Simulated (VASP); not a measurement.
The system is C.

```
CELL_PARAMETERS angstrom
2.46100 0.00000 0.00000
-1.23050 2.13129 0.00000
0.00000 0.00000 6.17136
ATOMIC_POSITIONS crystal
C 0.00000 0.00000 0.25000
C 0.33333 0.66667 0.25000
C 0.00000 0.00000 0.75000
C 0.66667 0.33333 0.75000
```

The cell was built by a generator and needn't be a form met in nature.

Base run:

| Property | Result |
| --- | --- |
| Program | VASP 6.6.1 |
| Functional | SCAN |
| Dispersion | rVV10 |
| Potentials or basis | VASP PAW PBE potentials, release 64 (C) |
| Cutoff | 520 eV |
| k mesh | 16 × 16 × 4 |
| Occupations | fermi-dirac, width 0.05 eV |
| Spin | no spin polarisation |

Its results: band gap on the k mesh 0.30 eV, direct; pressure -1.7 GPa.

Task: After a change of settings the same cell gave: band gap on the k mesh 0.31 eV, direct; pressure -1.2 GPa. Which change was it?
A. dispersion from rVV10 to none
B. functional from SCAN to r2SCAN
C. functional from SCAN to r2SCAN; dispersion from rVV10 to none

Result: A.

Dispersion adds attraction, which lowers the pressure at fixed volume.

Caveats: the PAW data sets were made with another functional, which shifts forces and pressure a little.

Runs at the PBE level aren't shown here.
